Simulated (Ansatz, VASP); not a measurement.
# H32C127 (C(111) slab, H on both faces) in two plane-wave programs

Aim: how closely do two programs agree when they are given the same cell, functional and k mesh? Of the first pair: The structure shown is the start of the Ansatz relaxation below; VASP solves that cell, so the two are compared at the walk's first step.

Main program and level: Ansatz 0.2.0; plane waves, with VASP 6.6.1 beside it; PBE with D3(BJ).

## Step 1: Set-up

The cell holds 159 atoms: 127 C and 32 H. Cell: a = 10.089 Å, b = 10.089 Å, c = 20.873 Å, α = 90.0°, β = 90.0°, γ = 120.0°. It derives from C (diamond-structure). As first built, before any earlier steps moved the atoms or strained the cell (in the runner's words): diamond-structure C (a = 3.567 A), (111) slab of 8 atomic planes, 4 x 4 surface cells, H on the broken bonds of both faces; displaced by a Gaussian of 0.02 A. Vacuum lies along c. Nearest the centre at fractional (0.582, 0.413, 0.438): C90 at 1.50 Å, C59 at 1.52 Å, C57 at 1.57 Å, C66 at 1.58 Å, C89 at 2.48 Å, C83 at 2.49 Å, C81 at 2.49 Å, C52 at 2.50 Å.

## Step 2: Ansatz: relaxation, PBE with D3(BJ)

Ansatz runs on its default PAW (the set named soft_2) files.

The two programs are compared at the cell with which this relaxation starts, whose forces are those of its first step.

Contents of input.yaml:

```yaml
crystal:
  lattice:
    - [10.08899955396966, 0.0, 0.0]
    - [-5.044499776984834, 8.737329912507597, 0.0]
    - [0.0, 0.0, 20.873077333148032]
  atoms:
    - { symbol: C, position: [0.3322100093402384, 0.9171529802616111, 0.3653478872918989] }
    - { symbol: C, position: [0.2500423178799869, 0.00018146067575246068, 0.3411522731147534] }
    - { symbol: C, position: [0.16243202479724486, 0.8296270837021874, 0.4628250467126672] }
    - { symbol: C, position: [0.3321731914118462, 0.9138851377285793, 0.4397086044073688] }
    - { symbol: C, position: [0.25345820302674527, 0.0013903126137744558, 0.5613505276239026] }
    - { symbol: C, position: [0.16704066848453808, 0.835086094163702, 0.537137074808752] }
    - { symbol: C, position: [0.33304644063163225, 0.9179274191630015, 0.6620299824608029] }
    - { symbol: C, position: [0.24664070871999086, 0.00010543773797002339, 0.6351770599076694] }
    - { symbol: C, position: [0.3317664813363001, 0.66706369263285, 0.36207694943240126] }
    - { symbol: C, position: [0.24488730342613546, 0.7480378040635323, 0.34014110633814043] }
    - { symbol: C, position: [0.16959241148851323, 0.5856689339376104, 0.4637135672588485] }
    - { symbol: C, position: [0.3390624096313128, 0.6682398453435928, 0.43841622570308086] }
    - { symbol: C, position: [0.2476097472759046, 0.7479457637866249, 0.5620681183744751] }
    - { symbol: C, position: [0.16515492194984518, 0.583557976062904, 0.5364785818987841] }
    - { symbol: C, position: [0.3323390434304225, 0.6656973081377845, 0.6597043875993313] }
    - { symbol: C, position: [0.2546118346094095, 0.7519214916393507, 0.6363525619302162] }
    - { symbol: C, position: [0.5822017533311504, 0.9165299792665558, 0.36594000892032036] }
    - { symbol: C, position: [0.5029827624968365, 0.0005056271828063102, 0.34060670532901005] }
    - { symbol: C, position: [0.41924280709985656, 0.8360861140209963, 0.4623662407858628] }
    - { symbol: C, position: [0.5839675263355053, 0.915304304899237, 0.43856855666549077] }
    - { symbol: C, position: [0.5015953398447041, 0.0066501502799185845, 0.5607492933528063] }
    - { symbol: C, position: [0.4178377496399603, 0.8360868806535222, 0.53771934218947] }
    - { symbol: C, position: [0.5852314819475414, 0.9166333719095427, 0.660314067320256] }
    - { symbol: C, position: [0.5024065266987329, 0.0005129155287591769, 0.6350270201710572] }
    - { symbol: C, position: [0.3280972623586913, 0.4170581663099859, 0.3636240893560044] }
    - { symbol: C, position: [0.24988628658722603, 0.49873179466498135, 0.3376755552161518] }
    - { symbol: C, position: [0.16610482490529205, 0.33062789321369385, 0.4616889054736805] }
    - { symbol: C, position: [0.33543487511766285, 0.4167404630828852, 0.4386188799136771] }
    - { symbol: C, position: [0.2513374549472269, 0.5003940126215037, 0.5612643439779831] }
    - { symbol: C, position: [0.1658895000258345, 0.3368514933412865, 0.5375442502454184] }
[... 22 lines left out ...]
[... 3 lines left out ...]
[... 65 lines left out ...]
    - { symbol: C, position: [0.08528346888552643, 0.1687130959068544, 0.363216389721603] }
    - { symbol: C, position: [0.9988120821680165, 0.24741861474174281, 0.3409748876064473] }
    - { symbol: C, position: [0.9163079468012737, 0.08404580800792454, 0.4616333573567929] }
    - { symbol: C, position: [0.08405553439350164, 0.16567655818187998, 0.43906776456174623] }
    - { symbol: C, position: [0.99863911794155, 0.24996210457524098, 0.5606751387735941] }
    - { symbol: C, position: [0.9149867151379484, 0.08347531796046799, 0.5344042113705145] }
    - { symbol: C, position: [0.08426660033448931, 0.16683157839376161, 0.6597700271460903] }
    - { symbol: C, position: [0.9945798163964167, 0.24731245913742003, 0.6354716227094047] }
    - { symbol: H, position: [0.24890737354123113, 0.9983514205204188, 0.28903950462625616] }
    - { symbol: H, position: [0.33003365853985567, 0.9136963127915112, 0.7130231098798694] }
    - { symbol: H, position: [0.24803251089363376, 0.7504156601799321, 0.28768677005169047] }
    - { symbol: H, position: [0.3354349827818283, 0.6638620321138373, 0.7131413967840804] }
    - { symbol: H, position: [0.501612401720051, 0.0031083960965534716, 0.28507684905799935] }
    - { symbol: H, position: [0.5792984874704864, 0.9133408188055268, 0.7120730785344801] }
    - { symbol: H, position: [0.2509787418916144, 0.5028698773307574, 0.286339548938856] }
    - { symbol: H, position: [0.33447635259963576, 0.41608345323649815, 0.7132011042620156] }
    - { symbol: H, position: [0.502678811102485, 0.7543733473845708, 0.28801147509834524] }
    - { symbol: H, position: [0.5886688577760943, 0.6714998465884577, 0.7137136990734458] }
    - { symbol: H, position: [0.7492401550570403, 0.9968580864979764, 0.2869112201716464] }
    - { symbol: H, position: [0.8379424183466645, 0.9210826707749431, 0.7126522976190702] }
    - { symbol: H, position: [0.2490303019558761, 0.25018884473719594, 0.28720342206088956] }
    - { symbol: H, position: [0.33434403398447604, 0.16528317904366255, 0.7117489468538651] }
    - { symbol: H, position: [0.5034555607440244, 0.49859717597735986, 0.2883138134209108] }
    - { symbol: H, position: [0.5818718547848231, 0.4175446157617196, 0.7119107265356244] }
    - { symbol: H, position: [0.7440863842930052, 0.7456779203197631, 0.28793561067330636] }
    - { symbol: H, position: [0.8323172001437449, 0.6653535414004068, 0.7130769816487055] }
    - { symbol: H, position: [0.0017951500848886238, 0.0017727654044726396, 0.28734819459154537] }
    - { symbol: H, position: [0.08601274738422751, 0.9165438061454977, 0.7128800768513558] }
    - { symbol: H, position: [0.49954549520850333, 0.2503148385408602, 0.28853287836217506] }
    - { symbol: H, position: [0.585484191619533, 0.16735383898017026, 0.7107037107283163] }
    - { symbol: H, position: [0.7488782909428101, 0.4998236459208021, 0.2877864863497227] }
    - { symbol: H, position: [0.835006891277433, 0.41974022966817937, 0.713512819803882] }
    - { symbol: H, position: [0.00020092827466306815, 0.7459768225502711, 0.286613678291596] }
    - { symbol: H, position: [0.08382161397847544, 0.6686283348638163, 0.7120094213384293] }
    - { symbol: H, position: [0.7523680997328026, 0.24687490692609407, 0.2863791870388302] }
    - { symbol: H, position: [0.8300623468674182, 0.16104280600868254, 0.7128442805477402] }
    - { symbol: H, position: [0.0038745156502292275, 0.5032499296776075, 0.287162546262611] }
    - { symbol: H, position: [0.0863125460592403, 0.4177384449810854, 0.710556803211844] }
    - { symbol: H, position: [0.00789269467492739, 0.25371168017133694, 0.2892913407981541] }
    - { symbol: H, position: [0.08532054402041114, 0.16614722763095474, 0.7132167014138828] }
kpoints:
  mp_grid:
    grid: [1, 1, 1]
hamiltonian:
  xc: pbe
  dispersion: d3bj
scf:
  occupations:
    method: fermi_dirac
    width: 0.05
relax:
  f_tol: 0.05
  max_steps: 81
output:
  forces: true
```

Launch:

```sh
$ python defect.py
```

## Step 3: VASP: single point, PBE with D3(BJ), start cell, pair 1

The same cell, functional, mesh and smearing now go to VASP, with its own data sets.

Lines of VASP's logs that name or quote its potential files are left out, and so is its time.

Contents of INCAR:

```
SYSTEM = H32C127
PREC = Accurate
ENCUT = 520
EDIFF = 1E-06
NELM = 120
ISMEAR = -1
SIGMA = 0.05
LREAL = Auto
ALGO = Normal
GGA = PE
IVDW = 12
NBANDS = 381
LORBIT = 11
LWAVE = .FALSE.
LCHARG = .FALSE.
ISIF = 2
LASPH = .TRUE.
GGA_COMPAT = .FALSE.
EFERMI = MIDGAP
```

Contents of POSCAR:

```
H32C127
1.0
   10.0890000000      0.0000000000      0.0000000000
   -5.0445000000      8.7373300000      0.0000000000
    0.0000000000      0.0000000000     20.8730770000
C H
127 32
Direct
    0.3322129587      0.9171566142      0.3653462305
    0.2500469581      0.0001831223      0.3411523850
[... 22 atom lines left out ...]
    0.3280963874      0.4170610473      0.3636263115
[... 1 atom line left out ...]
    0.1661066027      0.3306273198      0.4616904350
    0.3354393768      0.4167405832      0.4386176509
[... 4 atom lines left out ...]
    0.5828548786      0.6655809040      0.3643066137
[... 1 atom line left out ...]
    0.4180104782      0.5821801397      0.4648571938
    0.5803941216      0.6625822763      0.4391973450
[... 1 atom line left out ...]
    0.4168623035      0.5844233879      0.5360972893
[... 10 atom lines left out ...]
    0.3332286803      0.1684496293      0.3645030390
    0.2513525644      0.2503510798      0.3378993907
    0.1711397561      0.0850488650      0.4637888319
    0.3343218447      0.1648672993      0.4391206912
    0.2577370751      0.2539219647      0.5627632189
[... 3 atom lines left out ...]
    0.5857906220      0.4202084619      0.3624429690
    0.5035901537      0.5012629716      0.3391210601
    0.4194906420      0.3376431931      0.4629073136
    0.4983616320      0.5011141848      0.5629883893
    0.4191234066      0.3342325401      0.5370698340
[... 2 atom lines left out ...]
    0.8352873786      0.6684536351      0.3641341428
    0.7508779464      0.7470131035      0.3397199177
    0.6696550974      0.5832788735      0.4626917248
    0.8295481463      0.6645279508      0.4387038864
    0.7524482567      0.7492220163      0.5616613209
    0.6636433540      0.5836451181      0.5369740168
[... 4 atom lines left out ...]
    0.9214653574      0.8342479911      0.4621934754
[... 5 atom lines left out ...]
    0.5817362665      0.1655540079      0.3649773342
    0.5012781159      0.2500535060      0.3396959634
    0.4175197271      0.0800587823      0.4636067792
    0.5860912970      0.1684954099      0.4409268456
    0.5017680632      0.2492294557      0.5611343263
    0.4155123529      0.0845681690      0.5365428394
[... 2 atom lines left out ...]
    0.8310540389      0.4153442757      0.3650156611
    0.7497064835      0.4998094384      0.3419572495
    0.6636545113      0.3345644493      0.4641241921
    0.8335589841      0.4161912163      0.4376546879
    0.7502717855      0.5007021596      0.5615750855
    0.6651991574      0.3323212011      0.5374339394
[... 4 atom lines left out ...]
    0.9171454675      0.5811042962      0.4635253346
[... 2 atom lines left out ...]
    0.9125031429      0.5837137890      0.5366578200
[... 3 atom lines left out ...]
    0.7480376187      0.2497673774      0.3378083643
    0.6709381825      0.0863307212      0.4621072399
[... 1 atom line left out ...]
    0.7461803581      0.2468259754      0.5600036832
[... 5 atom lines left out ...]
    0.9129395967      0.3311423513      0.4631660200
[... 27 atom lines left out ...]
    0.5034561204      0.4985962531      0.2883139846
[... 5 atom lines left out ...]
    0.4995463194      0.2503167444      0.2885343641
[... 1 atom line left out ...]
    0.7488796161      0.4998208835      0.2877869899
[... 8 atom lines left out ...]
    0.0853245529      0.1661491554      0.7132154018
```

Contents of KPOINTS:

```
Automatic mesh
0
Gamma
1 1 1
0 0 0
```

PAW data sets: C and H (PBE family, release 64).

Launch:

```sh
$ export OMP_NUM_THREADS=4
$ mpirun -np 1 vasp_gam
```

The program printed:

```text
[banner, memory and clock lines left out]
running    1 mpi-ranks, on    1 nodes
[...]
Offloading initialized ...    1 GPUs detected
[...]
LDA part: xc-table for (Slater+PW92), standard interpolation
 POSCAR, INCAR and KPOINTS ok, starting setup
[...]
entering main loop
       N       E                     dE             d eps       ncg     rms          rms(c)
DAV:   1     0.517832686446E+04    0.51783E+04   -0.28612E+05   770   0.134E+03
DAV:   2    -0.678915876811E+03   -0.58572E+04   -0.55329E+04  1068   0.332E+02
DAV:   3    -0.129968406798E+04   -0.62077E+03   -0.61332E+03   972   0.111E+02
DAV:   4    -0.132051963849E+04   -0.20836E+02   -0.20739E+02  1012   0.225E+01
[...]
DAV:  29    -0.125839618843E+04   -0.59347E-05   -0.12828E-06   676   0.183E-03    0.559E-03
DAV:  30    -0.125839618973E+04   -0.12957E-05   -0.24555E-07   644   0.771E-04    0.166E-03
DAV:  31    -0.125839619057E+04   -0.84224E-06   -0.29857E-07   604   0.684E-04
   1 F= -.12800146E+04 E0= -.12799352E+04  d E =-.158844E+00
```

Parts of OUTCAR (step 3):

```text
  FREE ENERGIE OF THE ION-ELECTRON SYSTEM (eV)
  ---------------------------------------------------
  free  energy   TOTEN  =     -1280.0146390465 eV

  energy  without entropy=    -1279.8557951125  energy(sigma->0) =    -1279.93521708
```

## Step 4: Differences

Known differences besides the potentials themselves: Ansatz takes its cutoff from its data sets, VASP runs at 520 eV. Total energies have different zeros and are not compared.

Forces on 9 of the 159 atoms, those with the largest forces and the largest differences (eV/Å; atoms numbered as in POSCAR):

```tsv
atom	Ansatz x, y, z	VASP x, y, z
C7	0.477, -0.334, -3.451	0.480, -0.325, -3.452
C50	-0.826, 0.310, 3.302	-0.827, 0.312, 3.291
C57	-0.702, -0.686, -2.510	-0.706, -0.695, -2.483
C59	-1.214, -3.095, 1.166	-1.179, -3.089, 1.162
C66	-1.367, 2.314, 1.356	-1.380, 2.288, 1.356
C81	-0.623, 0.631, 3.321	-0.621, 0.634, 3.312
C86	1.410, 0.453, -5.851	1.410, 0.454, -5.825
C104	2.915, -1.457, 0.516	2.921, -1.457, 0.533
H149	0.071, 0.000, 3.679	0.072, 0.001, 3.688
```

The forces differ by 9.4 meV/Å r.m.s., which is 0.9 % of the r.m.s. force of 1.045 eV/Å (both taken over all components). Where the cell holds vacuum, a pressure given here is an average over it and none of the material.

## Step 5: Ansatz: relaxation, PBE with D3(BJ)

This run makes the geometry at which the two programs are then compared.

The structure compared here is the end of the Ansatz relaxation.

This is the run of step 2 again, met here at its other cell.

## Step 6: VASP: single point, PBE with D3(BJ), relaxed atoms in a fixed cell, pair 2

The same cell, functional, mesh and smearing now go to VASP, with its own data sets.

INCAR is that of step 3.

Contents of POSCAR:

```
H32C127
1.0
   10.0890000000      0.0000000000      0.0000000000
   -5.0445000000      8.7373300000      0.0000000000
    0.0000000000      0.0000000000     20.8730770000
C H
127 32
Direct
    0.3340600000      0.9177000000      0.3648600000
    0.2514100000      0.0018600000      0.3418400000
[... 22 atom lines left out ...]
    0.3356900000      0.4174200000      0.3642300000
[... 1 atom line left out ...]
    0.1665800000      0.3325400000      0.4635800000
    0.3389600000      0.4174600000      0.4385100000
[... 4 atom lines left out ...]
    0.5843900000      0.6683600000      0.3634500000
[... 1 atom line left out ...]
    0.4178300000      0.5830700000      0.4630200000
    0.5837300000      0.6653100000      0.4375800000
[... 1 atom line left out ...]
    0.4171100000      0.5828400000      0.5367800000
[... 10 atom lines left out ...]
    0.3354300000      0.1692700000      0.3647600000
    0.2512800000      0.2511300000      0.3415400000
    0.1658600000      0.0826300000      0.4636400000
    0.3361100000      0.1683500000      0.4390200000
    0.2485400000      0.2485600000      0.5624500000
[... 3 atom lines left out ...]
    0.5863200000      0.4221900000      0.3491200000
    0.5007600000      0.5031400000      0.3374700000
    0.4061600000      0.3255200000      0.4664000000
    0.4999100000      0.4993100000      0.5610500000
    0.4168500000      0.3322500000      0.5371900000
[... 2 atom lines left out ...]
    0.8343900000      0.6683600000      0.3634500000
    0.7512600000      0.7521100000      0.3407300000
    0.6729400000      0.5954800000      0.4632200000
    0.8319800000      0.6652900000      0.4375800000
    0.7501900000      0.7499700000      0.5613100000
    0.6657200000      0.5810400000      0.5354300000
[... 4 atom lines left out ...]
    0.9174100000      0.8345800000      0.4630300000
[... 5 atom lines left out ...]
    0.5842500000      0.1692500000      0.3647500000
    0.5013200000      0.2522200000      0.3396000000
    0.4166000000      0.0827800000      0.4636100000
    0.5826600000      0.1683300000      0.4390200000
    0.4994900000      0.2485500000      0.5621100000
    0.4165200000      0.0826200000      0.5373600000
[... 2 atom lines left out ...]
    0.8321600000      0.4174100000      0.3642300000
    0.7528200000      0.5031500000      0.3374600000
    0.6697700000      0.3254900000      0.4663900000
    0.8289200000      0.4174500000      0.4385100000
    0.7498000000      0.4993000000      0.5610400000
    0.6658100000      0.3322500000      0.5371800000
[... 4 atom lines left out ...]
    0.9156400000      0.5830600000      0.4630200000
[... 2 atom lines left out ...]
    0.9161400000      0.5828400000      0.5367800000
[... 3 atom lines left out ...]
    0.7502700000      0.2511300000      0.3415300000
    0.6671800000      0.0826200000      0.4636400000
[... 1 atom line left out ...]
    0.7504300000      0.2485600000      0.5624500000
[... 5 atom lines left out ...]
    0.9163700000      0.3325400000      0.4635800000
[... 27 atom lines left out ...]
    0.4878400000      0.5151500000      0.2843400000
[... 5 atom lines left out ...]
    0.4903200000      0.2302100000      0.2862200000
[... 1 atom line left out ...]
    0.7777700000      0.5151500000      0.2843300000
[... 8 atom lines left out ...]
    0.0818400000      0.1652500000      0.7124400000
```

KPOINTS is that of step 3.

The program printed:

```text
[... set-up lines as in an earlier step ...]
 entering main loop
       N       E                     dE             d eps       ncg     rms          rms(c)
DAV:   1     0.519817942756E+04    0.51982E+04   -0.28622E+05   770   0.134E+03
DAV:   2    -0.686128641327E+03   -0.58843E+04   -0.55556E+04  1084   0.332E+02
DAV:   3    -0.130496825907E+04   -0.61884E+03   -0.61189E+03   972   0.111E+02
DAV:   4    -0.132536726986E+04   -0.20399E+02   -0.20317E+02  1012   0.222E+01
[...]
DAV:  29    -0.126346503912E+04   -0.83052E-05   -0.65729E-06   636   0.193E-03    0.322E-03
DAV:  30    -0.126346504014E+04   -0.10239E-05   -0.29333E-07   652   0.732E-04    0.222E-03
DAV:  31    -0.126346504041E+04   -0.26770E-06   -0.40157E-07   660   0.507E-04
   1 F= -.12851391E+04 E0= -.12850971E+04  d E =-.840579E-01
```

Parts of OUTCAR (step 6):

```text
  FREE ENERGIE OF THE ION-ELECTRON SYSTEM (eV)
  ---------------------------------------------------
  free  energy   TOTEN  =     -1285.1391062190 eV

  energy  without entropy=    -1285.0550483011  energy(sigma->0) =    -1285.09707726
```

## Step 7: Side by side

The two programs side by side:

```tsv
quantity	Ansatz	VASP	difference
gap on the k mesh (eV)	0.201	0.201	0.000
```

The largest component of a force difference here is 35 meV/Å. A gap on the mesh is an upper bound, since the band edges may lie between its points. Where the cell holds vacuum, a pressure given here is an average over it and none of the material.

## Step 8: What came out

```json
{
  "r.m.s. force difference (single point, PBE with D3(BJ), start cell, pair 1)": "0.90 % of the r.m.s. force",
  "difference in gap on the k mesh (single point, PBE with D3(BJ), relaxed atoms in a fixed cell, pair 2)": "-6.0e-5 eV",
  "r.m.s. force difference (single point, PBE with D3(BJ), relaxed atoms in a fixed cell, pair 2)": "8.5 meV/Å"
}
```

What this shows: The r.m.s. force difference is 8.5 meV/Å (single point, PBE with D3(BJ), relaxed atoms in a fixed cell, pair 2), within the 12 meV/Å picked in this series as the mark of a large difference. How closely two codes agree says nothing of how well the functional describes the real material.

[Lines on the potential files, build, host, timing and source positions are cut from VASP's logs without a mark.]

[Logs are printed without paths, hosts, clocks, repeated set-up lines and the standing remarks that a program may print on its own settings, such as how far it seeks lower states.]

[Hosts, paths, dates, database ids (printed as entryN), source tags and the programs' standing remarks are cut or masked in the printed files.]
